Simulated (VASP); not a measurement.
```xyz
8
Lattice="0.0000 3.2152 3.2152 3.2152 0.0000 3.2152 12.8624 12.8624 -0.0018" Properties=species:S:1:pos:R:3 pbc="T T T"
In    12.8105    12.8105     0.0502
In     3.2134     3.2134     0.0017
In     9.6908     9.6908     6.3851
Sb     1.5869     1.5869     1.6283
Sb     4.8513     4.8513     1.5790
Sb     8.1129     8.1129     1.5326
Sb    11.1777    11.1777     1.6829
Al    12.8673    12.8673     6.4237
```

These are PBEsol GGA, VASP's PBE PAW potentials (set 64) (plane waves; VASP) values and carry that method's errors. Settings: 400 eV cut-off, Gaussian smearing of 0.050 eV, potentials In_d Sb Al.

### Question
Give the energies of bands 23 to 36 at the high-symmetry points, in eV from the Fermi level.

### Answer

```
band      Γ      T     H2      L     S0      F
----  -----  -----  -----  -----  -----  -----
23    -1.22  -1.70  -5.35  -5.39  -5.35  -5.29
24    -1.22  -1.20  -3.36  -2.64  -3.36  -2.75
25    -0.68  -1.20  -3.21  -2.60  -3.20  -2.72
26    -0.68  -0.79  -3.09  -2.30  -3.12  -2.35
27    -0.51  -0.79  -2.99  -2.03  -2.98  -2.28
28    -0.51  -0.30  -2.01  -1.94  -2.07  -1.81
29    -0.14  -0.30  -1.99  -1.90  -1.93  -1.67
30    -0.02  -0.12  -1.81  -1.31  -1.86  -1.05
31     0.00  -0.12  -1.74  -1.20  -1.70  -1.00
32     0.00   0.47   1.72   1.06   1.65   0.53
33     0.53   0.79   1.84   1.44   2.00   1.07
34     0.89   1.00   2.44   1.50   2.21   1.21
35     1.05   1.10   2.57   1.52   2.74   1.66
36     2.81   2.95   3.65   2.07   3.43   1.83
```

It has no gap at this level: it comes out as a metal or semimetal.

The structure was generated: AlIn3Sb4 was put into an ordered model structure (R3m), which need not be its known phase. It was relaxed first.
